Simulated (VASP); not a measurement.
Level of theory: LDA (Ceperley-Alder, Perdew-Zunger), VASP's LDA PAW potentials (set 64) (plane waves; VASP).

The input files of a VASP run:

POSCAR:
```
ZrB2
1
    1.5670236369    -2.7141650098     0.0000000000
    1.5670236369     2.7141650098     0.0000000000
    0.0000000000     0.0000000000     3.4939325552
Zr B
1 2
Direct
  0.0000000000   0.0000000000   0.0000000000
  0.3333330000   0.6666670000   0.5000000000
  0.6666670000   0.3333330000   0.5000000000
```

KPOINTS:
```
Automatic mesh
0
Gamma
10 10 8
0 0 0
```

### INCAR
```
IBRION = 6   ! finite differences
ALGO = Normal   ! blocked Davidson
SYSTEM = ZrB2
ISIF = 3
LWAVE = .FALSE.
POTIM = 0.015   ! step
LREAL = .FALSE.   ! projection in real space or not
ISMEAR = 1
PREC = Accurate
ENCUT = 650
LMAXMIX = 4
NFREE = 2
LCHARG = .FALSE.
NSW = 1   ! most ionic steps
LASPH = .TRUE.   ! aspherical one-centre terms
EDIFF = 1E-7
NELM = 100
SIGMA = 0.1   ! width (eV)
```

POTCAR, in this order: Zr_sv B (LDA.64 set). Program: vasp_std.

The run wrote:

**OUTCAR**
```
 ion  position               nearest neighbor table
   1  0.000  0.000  0.000-   2 2.52   3 2.52   2 2.52   3 2.52   3 2.52   3 2.52   2 2.52   2 2.52
                             3 2.52   3 2.52   2 2.52   2 2.52
   2  0.333  0.667  0.500-   3 1.81   3 1.81   3 1.81   1 2.52   1 2.52   1 2.52   1 2.52   1 2.52
                             1 2.52
   3  0.667  0.333  0.500-   2 1.81   2 1.81   2 1.81   1 2.52   1 2.52   1 2.52   1 2.52   1 2.52
                             1 2.52
  LATTYP: Found a hexagonal cell.
 ALAT       =     3.1340476670
 C/A-ratio  =     1.1148307002
 Subroutine PRICEL returns:
 Original cell was already a primitive cell.
 Subroutine GETGRP returns: Found 24 space group operations
The static configuration has the point symmetry D_6h.
The dynamic configuration has the point symmetry D_6h.
 Subroutine INISYM returns: Found 24 space group operations
 Subroutine IBZKPT returns following result:
 Found     70 irreducible k-points:

 Following reciprocal coordinates:
            Coordinates               Weight
  0.000000  0.000000  0.000000      1.000000
  0.100000 -0.000000  0.000000      6.000000
  0.200000 -0.000000  0.000000      6.000000
  0.300000 -0.000000  0.000000      6.000000
...
```

### OSZICAR
```
...
DAV:   3    -0.274737719049E+02    0.35772E-02   -0.13976E-02  7667   0.123E+00    0.768E-02
DAV:   4    -0.274744888368E+02   -0.71693E-03   -0.65902E-04  6840   0.288E-01    0.142E-02
DAV:   5    -0.274747151067E+02   -0.22627E-03   -0.31626E-05  7722   0.584E-02    0.345E-03
DAV:   6    -0.274747279641E+02   -0.12857E-04   -0.10068E-06  7181   0.101E-02    0.141E-03
DAV:   7    -0.274747330321E+02   -0.50680E-05   -0.24348E-08  4844   0.146E-03    0.212E-04
DAV:   8    -0.274747336869E+02   -0.65480E-06   -0.40234E-09  3566   0.561E-04    0.536E-05
DAV:   9    -0.274747337208E+02   -0.33977E-07   -0.11690E-09  3301   0.283E-04
  12 F= -.27474734E+02 E0= -.27474671E+02  d E =-.187071E-03
       N       E                     dE             d eps       ncg     rms          rms(c)
DAV:   1    -0.275230282195E+02   -0.48295E-01   -0.14223E+00  6482   0.109E+01    0.121E+00
DAV:   2    -0.274878077535E+02    0.35220E-01   -0.43437E-02  7453   0.211E+00    0.623E-01
DAV:   3    -0.274746855200E+02    0.13122E-01   -0.27065E-02  7632   0.167E+00    0.952E-02
DAV:   4    -0.274747352734E+02   -0.49753E-04   -0.60298E-04  6638   0.287E-01    0.412E-02
DAV:   5    -0.274747337645E+02    0.15089E-05   -0.12045E-05  8892   0.272E-02    0.363E-03
DAV:   6    -0.274747337517E+02    0.12850E-07   -0.24620E-07  6208   0.490E-03
  13 F= -.27474734E+02 E0= -.27474671E+02  d E =-.187060E-03
       N       E                     dE             d eps       ncg     rms          rms(c)
DAV:   1    -0.274814115314E+02   -0.66778E-02   -0.12755E+00  4115   0.131E+01    0.471E-01
DAV:   2    -0.274797697654E+02    0.16418E-02   -0.37583E-02  5255   0.208E+00    0.292E-01
DAV:   3    -0.274785490591E+02    0.12207E-02   -0.79478E-03  5009   0.926E-01    0.285E-02
DAV:   4    -0.274789534177E+02   -0.40436E-03   -0.32233E-04  5011   0.184E-01    0.951E-03
DAV:   5    -0.274789773916E+02   -0.23974E-04   -0.42285E-06  5179   0.205E-02    0.323E-03
DAV:   6    -0.274789858740E+02   -0.84823E-05   -0.19993E-07  4180   0.487E-03    0.604E-04
DAV:   7    -0.274789860678E+02   -0.19389E-06   -0.17629E-08  2895   0.173E-03    0.162E-04
DAV:   8    -0.274789862228E+02   -0.15496E-06   -0.30534E-09  2445   0.584E-04    0.567E-05
DAV:   9    -0.274789862357E+02   -0.12895E-07   -0.82326E-10  2320   0.255E-04
  14 F= -.27478986E+02 E0= -.27478901E+02  d E =-.254318E-03
       N       E                     dE             d eps       ncg     rms          rms(c)
DAV:   1    -0.274736348702E+02    0.53514E-02   -0.21861E+00  4065   0.171E+01    0.169E-01
DAV:   2    -0.274790394894E+02   -0.54046E-02   -0.60411E-02  4960   0.261E+00    0.824E-02
DAV:   3    -0.274790044430E+02    0.35046E-04   -0.43588E-04  5365   0.182E-01    0.419E-02
DAV:   4    -0.274789862147E+02    0.18228E-04   -0.30928E-05  5150   0.546E-02    0.632E-03
DAV:   5    -0.274789862344E+02   -0.19655E-07   -0.73482E-07  4869   0.104E-02
  15 F= -.27478986E+02 E0= -.27478901E+02  d E =-.254270E-03
       N       E                     dE             d eps       ncg     rms          rms(c)
DAV:   1    -0.274750214762E+02    0.39647E-02   -0.15300E+00  1820   0.148E+01    0.130E-01
DAV:   2    -0.274789336978E+02   -0.39122E-02   -0.42719E-02  2135   0.232E+00    0.636E-02
DAV:   3    -0.274788770213E+02    0.56677E-04   -0.35136E-04  2425   0.171E-01    0.293E-02
DAV:   4    -0.274788625806E+02    0.14441E-04   -0.37586E-05  2270   0.666E-02    0.711E-03
DAV:   5    -0.274788628113E+02   -0.23064E-06   -0.60707E-06  2155   0.283E-02    0.138E-03
DAV:   6    -0.274788629170E+02   -0.10576E-06   -0.29439E-07  2208   0.632E-03    0.732E-04
DAV:   7    -0.274788631842E+02   -0.26715E-06   -0.56346E-08  1265   0.337E-03    0.185E-04
DAV:   8    -0.274788632416E+02   -0.57476E-07   -0.96490E-09  1120   0.102E-03
  16 F= -.27478863E+02 E0= -.27478778E+02  d E =-.256463E-03
       N       E                     dE             d eps       ncg     rms          rms(c)
DAV:   1    -0.274713624325E+02    0.75008E-02   -0.29960E+00  1820   0.209E+01    0.242E-01
DAV:   2    -0.274790053330E+02   -0.76429E-02   -0.87504E-02  2175   0.319E+00    0.108E-01
DAV:   3    -0.274788833319E+02    0.12200E-03   -0.78186E-04  2533   0.231E-01    0.504E-02
DAV:   4    -0.274788637529E+02    0.19579E-04   -0.68500E-05  2277   0.657E-02    0.151E-02
DAV:   5    -0.274788632899E+02    0.46300E-06   -0.72420E-06  2178   0.250E-02    0.203E-03
DAV:   6    -0.274788632754E+02    0.14444E-07   -0.11655E-07  1764   0.467E-03
  17 F= -.27478863E+02 E0= -.27478778E+02  d E =-.256501E-03
       N       E                     dE             d eps       ncg     rms          rms(c)
DAV:   1    -0.274771963489E+02    0.16669E-02   -0.94131E-01  6770   0.116E+01    0.133E-01
DAV:   2    -0.274790174949E+02   -0.18211E-02   -0.24062E-02  8480   0.172E+00    0.786E-02
DAV:   3    -0.274787851647E+02    0.23233E-03   -0.76004E-04  8819   0.201E-01    0.119E-02
DAV:   4    -0.274787819209E+02    0.32438E-05   -0.51041E-05  8505   0.543E-02    0.844E-03
DAV:   5    -0.274787765202E+02    0.54007E-05   -0.11170E-05  8505   0.228E-02    0.987E-04
DAV:   6    -0.274787764174E+02    0.10280E-06   -0.10237E-06  8270   0.716E-03    0.625E-04
DAV:   7    -0.274787763459E+02    0.71567E-07   -0.86412E-08  4825   0.294E-03
  18 F= -.27478776E+02 E0= -.27478710E+02  d E =-.198789E-03
       N       E                     dE             d eps       ncg     rms          rms(c)
DAV:   1    -0.274806221844E+02   -0.18458E-02   -0.46238E-01  6785   0.432E+00    0.254E-01
DAV:   2    -0.274792806753E+02    0.13415E-02   -0.44904E-03  9015   0.463E-01    0.128E-01
DAV:   3    -0.274787710106E+02    0.50966E-03   -0.14644E-03  8098   0.241E-01    0.136E-02
DAV:   4    -0.274787765048E+02   -0.54942E-05   -0.86408E-05  8295   0.664E-02    0.992E-03
DAV:   5    -0.274787763490E+02    0.15575E-06   -0.97156E-07  8664   0.951E-03    0.172E-03
DAV:   6    -0.274787763385E+02    0.10516E-07   -0.51000E-08  5195   0.243E-03
  19 F= -.27478776E+02 E0= -.27478710E+02  d E =-.198846E-03
       N       E                     dE             d eps       ncg     rms          rms(c)
DAV:   1    -0.274805186083E+02   -0.17423E-02   -0.39047E-01  2444   0.413E+00    0.156E-01
DAV:   2    -0.274798928569E+02    0.62575E-03   -0.32606E-03  3279   0.438E-01    0.858E-02
DAV:   3    -0.274794756901E+02    0.41717E-03   -0.53437E-04  2854   0.150E-01    0.235E-02
DAV:   4    -0.274794092796E+02    0.66410E-04   -0.88585E-05  3194   0.697E-02    0.677E-03
DAV:   5    -0.274794011223E+02    0.81574E-05   -0.80194E-06  3064   0.196E-02    0.201E-03
DAV:   6    -0.274794042708E+02   -0.31486E-05   -0.61021E-07  3134   0.705E-03    0.587E-04
DAV:   7    -0.274794070407E+02   -0.27699E-05   -0.29370E-08  1587   0.163E-03    0.220E-04
DAV:   8    -0.274794087005E+02   -0.16598E-05   -0.42247E-09  1527   0.691E-04    0.417E-05
DAV:   9    -0.274794090262E+02   -0.32577E-06   -0.75385E-10  1427   0.254E-04    0.123E-05
DAV:  10    -0.274794091795E+02   -0.15330E-06   -0.19518E-10  1377   0.109E-04    0.499E-06
DAV:  11    -0.274794092051E+02   -0.25585E-07   -0.76726E-11  1337   0.635E-05
  20 F= -.27479409E+02 E0= -.27479327E+02  d E =-.245333E-03
       N       E                     dE             d eps       ncg     rms          rms(c)
DAV:   1    -0.274810909918E+02   -0.16818E-02   -0.69928E-01  2449   0.536E+00    0.238E-01
DAV:   2    -0.274797812310E+02    0.13098E-02   -0.64145E-03  3244   0.655E-01    0.123E-01
DAV:   3    -0.274794095298E+02    0.37170E-03   -0.11359E-03  2914   0.223E-01    0.284E-02
DAV:   4    -0.274794092136E+02    0.31615E-06   -0.99382E-05  3069   0.894E-02    0.112E-02
DAV:   5    -0.274794093541E+02   -0.14046E-06   -0.22506E-06  3149   0.115E-02    0.369E-03
DAV:   6    -0.274794093060E+02    0.48087E-07   -0.20819E-07  2608   0.436E-03
  21 F= -.27479409E+02 E0= -.27479328E+02  d E =-.245331E-03
```

OUTCAR:
```
------------------------ aborting loop because EDIFF is reached ----------------------------------------
  FORCE on cell =-STRESS in cart. coord.  units (eV):
  Direction    XX          YY          ZZ          XY          YZ          ZX
  --------------------------------------------------------------------------------------
  Total       -0.0190545     -0.0190545      0.0333427      0.0000000      0.0000000      0.0000000
  in kB       -1.0271906     -1.0271909      1.7974429      0.0000000      0.0000000      0.0000000
  external PRESSURE =      -0.0856462 kB  Pullay stress =       0.0000000 kB
  volume of cell :       29.72
      direct lattice vectors                 reciprocal lattice vectors
     1.567023637 -2.714165010  0.000000000     0.319076234 -0.184218719  0.000000000
     1.567023637  2.714165010  0.000000000     0.319076234  0.184218719  0.000000000
     0.000000000  0.000000000  3.493932555     0.000000000  0.000000000  0.286210447
 POSITION                                       TOTAL-FORCE (eV/Angst)
 -----------------------------------------------------------------------------------
      0.00000      0.00000      0.00000        -0.000000     -0.000000     -0.113274
      1.56702      0.90472      1.73197         0.000000      0.000000      0.153836
      1.56702     -0.90472      1.74697         0.000000     -0.000000     -0.040561
 -----------------------------------------------------------------------------------
    total drift:                                0.000000      0.000000     -0.000083
  FREE ENERGIE OF THE ION-ELECTRON SYSTEM (eV)
  ---------------------------------------------------
  free  energy   TOTEN  =       -27.4794093060 eV

  energy  without entropy=      -27.4791639752  energy(sigma->0) =      -27.47932753

   1 f  =   23.677314 THz   148.768952 2PiTHz  789.790188 cm-1    97.921459 meV
             X         Y         Z           dx          dy          dz
      0.000000  0.000000  0.000000    -0.000000   -0.000000   -0.000000
      1.567024  0.904723  1.746966     0.000000   -0.707107   -0.000000
      1.567024 -0.904723  1.746966    -0.000000    0.707107    0.000000

   2 f  =   23.677310 THz   148.768928 2PiTHz  789.790055 cm-1    97.921443 meV
             X         Y         Z           dx          dy          dz
      0.000000  0.000000  0.000000     0.000000    0.000000    0.000000
      1.567024  0.904723  1.746966     0.707107    0.000000   -0.000000
      1.567024 -0.904723  1.746966    -0.707107   -0.000000    0.000000

   3 f  =   17.115402 THz   107.539241 2PiTHz  570.908350 cm-1    70.783582 meV
             X         Y         Z           dx          dy          dz
      0.000000  0.000000  0.000000     0.000000   -0.000000   -0.000000
      1.567024  0.904723  1.746966    -0.000000    0.000000   -0.707107
      1.567024 -0.904723  1.746966    -0.000000    0.000000    0.707107

   4 f  =   14.533849 THz    91.318864 2PiTHz  484.797008 cm-1    60.107141 meV
             X         Y         Z           dx          dy          dz
      0.000000  0.000000  0.000000     0.000000   -0.000000    0.437907
      1.567024  0.904723  1.746966    -0.000000    0.000000   -0.635703
      1.567024 -0.904723  1.746966    -0.000000    0.000000   -0.635703

   5 f  =   14.009968 THz    88.027223 2PiTHz  467.322221 cm-1    57.940545 meV
             X         Y         Z           dx          dy          dz
      0.000000  0.000000  0.000000    -0.000000    0.437949    0.000000
      1.567024  0.904723  1.746966     0.000000   -0.635689   -0.000000
      1.567024 -0.904723  1.746966     0.000000   -0.635689   -0.000000

   6 f  =   14.009965 THz    88.027209 2PiTHz  467.322143 cm-1    57.940535 meV
             X         Y         Z           dx          dy          dz
      0.000000  0.000000  0.000000     0.437949    0.000000   -0.000000
      1.567024  0.904723  1.746966    -0.635689   -0.000000    0.000000
      1.567024 -0.904723  1.746966    -0.635689   -0.000000    0.000000

   7 f/i=    0.002890 THz     0.018158 2PiTHz    0.096399 cm-1     0.011952 meV
             X         Y         Z           dx          dy          dz
      0.000000  0.000000  0.000000    -0.000000   -0.000000    0.899020
      1.567024  0.904723  1.746966    -0.000000   -0.000000    0.309647
      1.567024 -0.904723  1.746966    -0.000000   -0.000000    0.309647

   8 f/i=    0.003440 THz     0.021617 2PiTHz    0.114760 cm-1     0.014228 meV
             X         Y         Z           dx          dy          dz
      0.000000  0.000000  0.000000     0.898963    0.008136    0.000000
      1.567024  0.904723  1.746966     0.309664    0.002803    0.000000
      1.567024 -0.904723  1.746966     0.309664    0.002803    0.000000

   9 f/i=    0.003440 THz     0.021617 2PiTHz    0.114760 cm-1     0.014228 meV
             X         Y         Z           dx          dy          dz
      0.000000  0.000000  0.000000    -0.008136    0.898963    0.000000
      1.567024  0.904723  1.746966    -0.002803    0.309664    0.000000
      1.567024 -0.904723  1.746966    -0.002803    0.309664    0.000000

 ELASTIC MODULI CONTR FROM IONIC RELAXATION (kBar)
 Direction    XX          YY          ZZ          XY          YZ          ZX
 --------------------------------------------------------------------------------
 XX          -4.8937      4.8937      0.0000     -0.0000      0.0000      0.0000
 YY           4.8937     -4.8937     -0.0000      0.0000      0.0000      0.0000
 ZZ           0.0000     -0.0000     -0.0000      0.0000      0.0000      0.0000
 XY          -0.0000      0.0000      0.0000     -4.8937      0.0000      0.0000
 YZ           0.0000      0.0000      0.0000      0.0000      0.0000      0.0000
 ZX           0.0000      0.0000      0.0000      0.0000      0.0000      0.0000
 --------------------------------------------------------------------------------

 TOTAL ELASTIC MODULI (kBar)
 Direction    XX          YY          ZZ          XY          YZ          ZX
 --------------------------------------------------------------------------------
 XX        6015.7919    674.6491   1338.6200     -0.0000      0.0000      0.0000
 YY         674.6491   6015.7960   1338.6204      0.0000      0.0000      0.0000
 ZZ        1338.6200   1338.6204   4773.7514     -0.0000      0.0000      0.0000
 XY          -0.0000      0.0000     -0.0000   2670.5724      0.0000      0.0000
 YZ           0.0000      0.0000      0.0000     -0.0000   2797.4542      0.0000
 ZX           0.0000      0.0000      0.0000     -0.0000      0.0000   2797.4532
 --------------------------------------------------------------------------------
```
(Selected blocks of OUTCAR.)

Finite-difference elastic constants of metals are sensitive to mesh and smearing; shear constants can be off by tens of GPa.

The compound is ZrB2 in the AlB2 type structure. It was relaxed first.
